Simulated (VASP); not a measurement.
# Local probes of Ac2O3, part 2 of 2

Wanted: the field gradients at the nuclei of Ac2O3. The cell has space group P-3m1. The start is a cell from a database of measured crystal structures.

VASP 6.6.1, plane waves and PAW; the level of theory is named at each step.

So far. Step 2 (Local probes at LDA): The largest gradient is 232.2 V/Å², at Ac1.

The database entry behind the starting cell is an old determination (1949), so it need not match the best structure at ambient conditions.

## (3) Local probes at r2SCAN

This step: r2SCAN; plane waves and PAW (Ac, O) (VASP 6.6.1).

Field gradients probe the charge near the nuclei, so LASPH is on and the cutoff is at least 1.4 times the default of the data sets; this run is at r2SCAN.

INCAR reads:

```
SYSTEM = Ac2O3
PREC = Accurate
ENCUT = 560
EDIFF = 1E-07
NELM = 100
ISMEAR = -1
SIGMA = 0.05
LREAL = .FALSE.
ALGO = Normal
METAGGA = R2SCAN
LASPH = .TRUE.
NBANDS = 26
LORBIT = 11
LWAVE = .FALSE.
LCHARG = .FALSE.
KPAR = 4
LEFG = .TRUE.
```

POSCAR reads:

```
Ac2O3
1.0
    4.0800000000      0.0000000000      0.0000000000
   -2.0400000000      3.5333836474      0.0000000000
    0.0000000000      0.0000000000      6.3000000000
Ac O
2 3
Direct
    0.6666666667      0.3333333333      0.7650000000
    0.3333333333      0.6666666667      0.2350000000
    0.6666666667      0.3333333333      0.3700000000
    0.3333333333      0.6666666667      0.6300000000
    0.0000000000      0.0000000000      0.0000000000
```

KPOINTS reads:

```
Automatic mesh
0
Gamma
9 9 4
0 0 0
```

The projector-augmented-wave data sets are Ac and O (PBE family, release 64).

Command:

```console
$ mpirun -np 4 vasp_std
```

What it wrote:

```text
[banner, memory and clock lines left out]
running    4 mpi-ranks, on    1 nodes
 distrk:  each k-point on    1 cores,    4 groups
 distr:  one band on    1 cores,    1 groups

 POSCAR found type information on POSCAR AcO
 POSCAR found :  2 types and       5 ions
 [... a notice as in an earlier step ...]

 LDA part: xc-table for (None), standard interpolation
 POSCAR, INCAR and KPOINTS ok, starting setup
 FFT: planning ... GRIDC
 FFT: planning ... GRID_SOFT
 FFT: planning ... GRID
 WAVECAR not read
 entering main loop
       N       E                     dE             d eps       ncg     rms          rms(c)
DAV:   1     0.393113483361E+03    0.39311E+03   -0.18102E+04  2236   0.161E+03
DAV:   2    -0.771497643528E+02   -0.47026E+03   -0.46084E+03  2660   0.439E+02
DAV:   3    -0.185728409910E+03   -0.10858E+03   -0.10341E+03  3646   0.184E+02
DAV:   4    -0.191513944656E+03   -0.57855E+01   -0.57683E+01  3472   0.469E+01
DAV:   5    -0.191727487251E+03   -0.21354E+00   -0.21334E+00  4120   0.816E+00    0.264E+01
DAV:   6    -0.172447640760E+03    0.19280E+02   -0.25948E+01  2660   0.291E+01    0.193E+01
DAV:   7    -0.173105291622E+03   -0.65765E+00   -0.34682E+00  3640   0.113E+01    0.112E+01
DAV:   8    -0.173225199639E+03   -0.11991E+00   -0.16361E+00  2702   0.824E+00    0.217E+00
DAV:   9    -0.173113969314E+03    0.11123E+00   -0.65113E-01  2486   0.505E+00    0.261E-01
DAV:  10    -0.173119970388E+03   -0.60011E-02   -0.70905E-02  3614   0.168E+00    0.227E-01
DAV:  11    -0.173120584853E+03   -0.61447E-03   -0.46607E-03  3442   0.492E-01    0.200E-01
DAV:  12    -0.173119968895E+03    0.61596E-03   -0.67978E-03  2878   0.464E-01    0.840E-02
DAV:  13    -0.173119936138E+03    0.32757E-04   -0.92943E-04  2704   0.212E-01    0.204E-02
DAV:  14    -0.173119936678E+03   -0.54039E-06   -0.62453E-05  3662   0.583E-02    0.146E-02
DAV:  15    -0.173119934762E+03    0.19158E-05   -0.36236E-05  2686   0.355E-02    0.560E-03
DAV:  16    -0.173119933904E+03    0.85868E-06   -0.43029E-06  3230   0.141E-02    0.198E-03
DAV:  17    -0.173119933580E+03    0.32392E-06   -0.44440E-07  2500   0.439E-03    0.683E-04
DAV:  18    -0.173119933537E+03    0.42794E-07   -0.51999E-08  1372   0.226E-03
ion   1
     0.0000000    -0.0000000     0.0000000     0.2349091     0.0000000     0.0000000
     0.0000709    -0.0000000     0.0000000     0.2349091     0.0000000     0.0000000
     0.0000976    -0.0000000     0.0000000     0.2349091     0.0000000     0.0000000
     0.0001345    -0.0000000     0.0000000     0.2349091     0.0000000     0.0000000
     0.0001852    -0.0000000     0.0000000     0.2349091     0.0000000     0.0000000

     0.0000000    -0.0000000    -0.0000000  -189.4028526     0.0000000     0.0000002
     0.0000709    -0.0000000    -0.0000000  -188.9079131     0.0000000     0.0000002
     0.0000976    -0.0000000    -0.0000000  -188.6853855     0.0000000     0.0000002
     0.0001345    -0.0000000    -0.0000000  -188.3543841     0.0000000     0.0000002
     0.0001852    -0.0000000    -0.0000000  -187.8642482     0.0000000     0.0000002

ion   2
     0.0000000    -0.0000000     0.0000000     0.2349091     0.0000000     0.0000000
     0.0000709    -0.0000000     0.0000000     0.2349091     0.0000000     0.0000000
     0.0000976    -0.0000000     0.0000000     0.2349091     0.0000000     0.0000000
     0.0001345    -0.0000000     0.0000000     0.2349091     0.0000000     0.0000000
     0.0001852    -0.0000000     0.0000000     0.2349091     0.0000000     0.0000000

     0.0000000    -0.0000000    -0.0000000  -189.4028526     0.0000000     0.0000002
     0.0000709    -0.0000000    -0.0000000  -188.9079131     0.0000000     0.0000002
     0.0000976    -0.0000000    -0.0000000  -188.6853855     0.0000000     0.0000002
     0.0001345    -0.0000000    -0.0000000  -188.3543841     0.0000000     0.0000002
     0.0001852    -0.0000000    -0.0000000  -187.8642482     0.0000000     0.0000002

ion   3
     0.0000000    -0.0000000    -0.0000000    -3.3445183     0.0000000     0.0000000
     0.0000293    -0.0000000    -0.0000000    -3.3445182     0.0000000     0.0000000
     0.0000403    -0.0000000    -0.0000000    -3.3445182     0.0000000     0.0000000
     0.0000555    -0.0000000    -0.0000000    -3.3445182     0.0000000     0.0000000
     0.0000765    -0.0000000    -0.0000000    -3.3445181     0.0000000     0.0000000

     0.0000000    -0.0000000    -0.0000000    -9.7297131     0.0000000     0.0000000
     0.0000293    -0.0000000    -0.0000000    -9.7297107     0.0000000     0.0000000
     0.0000403    -0.0000000    -0.0000000    -9.7297091     0.0000000     0.0000000
     0.0000555    -0.0000000    -0.0000000    -9.7297063     0.0000000     0.0000000
     0.0000765    -0.0000000    -0.0000000    -9.7297017     0.0000000     0.0000000

ion   4
     0.0000000    -0.0000000    -0.0000000    -3.3445183     0.0000000     0.0000000
     0.0000293    -0.0000000    -0.0000000    -3.3445182     0.0000000     0.0000000
     0.0000403    -0.0000000    -0.0000000    -3.3445182     0.0000000     0.0000000
     0.0000555    -0.0000000    -0.0000000    -3.3445182     0.0000000     0.0000000
     0.0000765    -0.0000000    -0.0000000    -3.3445181     0.0000000     0.0000000

     0.0000000    -0.0000000    -0.0000000    -9.7297131     0.0000000     0.0000000
     0.0000293    -0.0000000    -0.0000000    -9.7297107     0.0000000     0.0000000
     0.0000403    -0.0000000    -0.0000000    -9.7297091     0.0000000     0.0000000
     0.0000555    -0.0000000    -0.0000000    -9.7297063     0.0000000     0.0000000
     0.0000765    -0.0000000    -0.0000000    -9.7297017     0.0000000     0.0000000

ion   5
     0.0000000    -0.0000000    -0.0000000     2.3842507    -0.0000000     0.0000000
     0.0000293    -0.0000000    -0.0000000     2.3842507    -0.0000000     0.0000000
     0.0000403    -0.0000000    -0.0000000     2.3842507    -0.0000000     0.0000000
     0.0000555    -0.0000000    -0.0000000     2.3842507    -0.0000000     0.0000000
     0.0000765    -0.0000000    -0.0000000     2.3842506    -0.0000000     0.0000000

     0.0000000    -0.0000000    -0.0000000     7.3235940    -0.0000000     0.0000000
     0.0000293    -0.0000000    -0.0000000     7.3235921    -0.0000000     0.0000000
     0.0000403    -0.0000000    -0.0000000     7.3235908    -0.0000000     0.0000000
     0.0000555    -0.0000000    -0.0000000     7.3235887    -0.0000000     0.0000000
     0.0000765    -0.0000000    -0.0000000     7.3235851    -0.0000000     0.0000000

   1 F= -.17311993E+03 E0= -.17311993E+03  d E =-.769488E-10
```

The job ended after 2 min (4 MPI ranks of Intel Xeon Platinum 8259CL at 2.50GHz (Skylake/Cascade Lake), shared host; peak memory 1.2 GiB; 8.1 min of CPU time).

From OUTCAR (step 3):

```text
The static configuration has the point symmetry D_3d.

 Found     43 irreducible k-points:

   NELECT =      40.0000    total number of electrons

 E-fermi :   5.7268

 k-point     1 :       0.0000    0.0000    0.0000
  band No.  band energies     occupation
    ...
     16       2.7178      2.00000
     17       2.7178      2.00000
     18       3.9158      2.00000
     19       3.9158      2.00000
     20       4.3671      2.00000
     21       8.8456      0.00000
     22       9.7767      0.00000
     23       9.7767      0.00000
     24      10.6250      0.00000
     25      11.0215      0.00000
    ...

 k-point     2 :       0.1111    0.0000    0.0000
  band No.  band energies     occupation
    ...
     16       2.7914      2.00000
     17       3.1846      2.00000
     18       3.7395      2.00000
     19       3.9627      2.00000
     20       4.2888      2.00000
     21       9.2900      0.00000
     22       9.6107      0.00000
     23       9.9360      0.00000
     24      10.3464      0.00000
     25      11.2061      0.00000
    ...

  Total       -0.3007579     -0.3007579     -1.0267694      0.0000000     -0.0000000      0.0000000
  in kB       -5.3056204     -5.3056204    -18.1130676      0.0000000     -0.0000000      0.0000000
  external PRESSURE =      -9.5747695 kB  Pullay stress =       0.0000000 kB

 POSITION                                       TOTAL-FORCE (eV/Angst)
 -----------------------------------------------------------------------------------
      2.04000      1.17779      4.81950         0.000000     -0.000000     -1.714225
     -0.00000      2.35559      1.48050        -0.000000      0.000000      1.714225
      2.04000      1.17779      2.33100         0.000000     -0.000000     -0.997978
     -0.00000      2.35559      3.96900        -0.000000      0.000000      0.997978
      0.00000      0.00000      0.00000        -0.000000      0.000000      0.000000
 -----------------------------------------------------------------------------------
    total drift:                               -0.000000      0.000000      0.000000

  FREE ENERGIE OF THE ION-ELECTRON SYSTEM (eV)
  ---------------------------------------------------
  free  energy   TOTEN  =      -173.1199335368 eV

  energy  without entropy=     -173.1199335367  energy(sigma->0) =     -173.11993354

 Electric field gradients after diagonalization (V/A^2)
 (convention: |V_zz| > |V_xx| > |V_yy|)
----------------------------------------------------------------------
 ion       V_xx      V_yy      V_zz     asymmetry (V_yy - V_xx)/ V_zz
----------------------------------------------------------------------
   1    -119.626  -119.626   239.251       0.000
   2    -119.626  -119.626   239.251       0.000
   3      -6.085    -6.082    12.167       0.000
   4      -6.085    -6.082    12.167       0.000
   5       4.749     4.743    -9.493       0.001
----------------------------------------------------------------------

 total charge
# of ion       s       p       d       f       tot
--------------------------------------------------
    1        2.051   5.583   0.495   0.184   8.313
    2        2.051   5.583   0.495   0.184   8.313
    3        1.566   3.479   0.000   0.000   5.045
    4        1.566   3.479   0.000   0.000   5.045
    5        1.557   3.425   0.000   0.000   4.982
--------------------------------------------------
tot          8.791  21.549   0.991   0.368  31.699

[... 8 parts as in an earlier step ...]

[... 5 further parts left out ...]
```

The PAW data sets were made with PBE, which is usual practice but a small mismatch for other functionals.

Numbers from this step:

```
free energy (TOTEN) : -173.1199 eV
Fermi energy        : 5.727 eV
pressure            : -0.9575 GPa
```

Ordered as |Vzz| ≥ |Vxx| ≥ |Vyy|, the program's way. Electric field gradients, by row:

```
atom  Vxx (V/Å²)  Vyy (V/Å²)  Vzz (V/Å²)  asymmetry
 Ac1      -119.6      -119.6       239.3          0
 Ac2      -119.6      -119.6       239.3          0
  O3      -6.085      -6.082       12.17          0
  O4      -6.085      -6.082       12.17          0
  O5       4.749       4.743      -9.493      0.001
```

The largest gradient is 239.3 V/Å², at Ac1.

## (4) Summary

This step: electric field gradients, LDA, r2SCAN; plane waves and PAW (VASP 6.6.1).

This step runs nothing: it gathers the runs above.

Cost is wall time times ranks on a shared host. EFG, by row:

```csv
functional,Vzz Ac1 (V/Å²),Vzz O3 (V/Å²),Vzz O5 (V/Å²),cost (core minutes)
LDA,232.2,12.7,-9.722,2.6
r2SCAN,239.3,12.17,-9.493,8.2
```

## (5) Results

```json
{
 "LDA": "largest |Vzz| 232 V/Å²",
 "r2SCAN": "largest |Vzz| 239 V/Å²"
}
```

**Reading.** The largest field gradient is that at Ac1, Vzz = 232 V/Å² at LDA, with an asymmetry of 0.00. On that site the functionals span 232 to 239 V/Å², at costs of 2.6 to 8.2 core minutes. For isotopes with a quadrupole moment, the coupling follows from Vzz times that moment. Kohn-Sham core levels are too shallow against measured binding energies; only differences between inequivalent sites of one element, where there are any, carry meaning. The given cell is kept, although it stands at -6.6 GPa at LDA and ENCUT = 560 eV, which holds the mismatch of the given cell with this functional, any error of the entry itself and any basis-set error. The atoms weren't relaxed and carry forces of up to 1.8 eV/Å at LDA, so the numbers belong to the given coordinates, and a relaxation would change them. So large a force or stress means that the given cell is far from the equilibrium of this level, whether by faulty coordinates, another magnetic state or phase, or the functional; the values can't be taken for those of the compound at rest. Not tabulated here, as repeats of values shown or as unfit to read for their mesh, reference level or band range: gaps (local probes).

[Lines on the potential files, build, host, timing and source positions are cut from VASP's logs without a mark.]

[Logs are printed without paths, hosts, clocks, repeated set-up lines and the standing remarks that a program may print on its own settings, such as how far it seeks lower states.]

[Hosts, paths, dates, database ids (printed as entryN), source tags and the programs' standing remarks are cut or masked in the printed files.]
